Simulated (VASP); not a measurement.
Data:

```
CELL_PARAMETERS angstrom
      0.00000     3.07942     3.07942
      3.07942     0.00000     3.07942
      3.07942     3.07942     0.00000
ATOMIC_POSITIONS crystal
  In 0.00000 0.00000 0.00000
  As 0.25000 0.25000 0.25000
```

These are MS2 meta-GGA, VASP's PBE PAW potentials (set 64) (plane waves; VASP) values and carry that method's errors. Settings: 520 eV cut-off, 10×10×10 Γ-centred mesh, first-order Methfessel-Paxton smearing of 0.10 eV, potentials In_d As.

Unless said otherwise, spin-orbit coupling is left out, though it shifts the bands of the heavy elements here.

Q: Estimate the energy per atom (σ→0), pressure, band gap (on the k-mesh) with the smallest direct gap where there is one.

A: 
```yaml
band gap (on the k-mesh): none (metal, semimetal or under 0.01 eV)
energy per atom (σ→0): -2.743 eV/atom
pressure: -1.62 GPa
```

Only differences to runs with the same potentials and settings are physical.

The compound is InAs in the zinc blende structure. This cell is one point of a volume scan, at 1.03 of the reference volume.
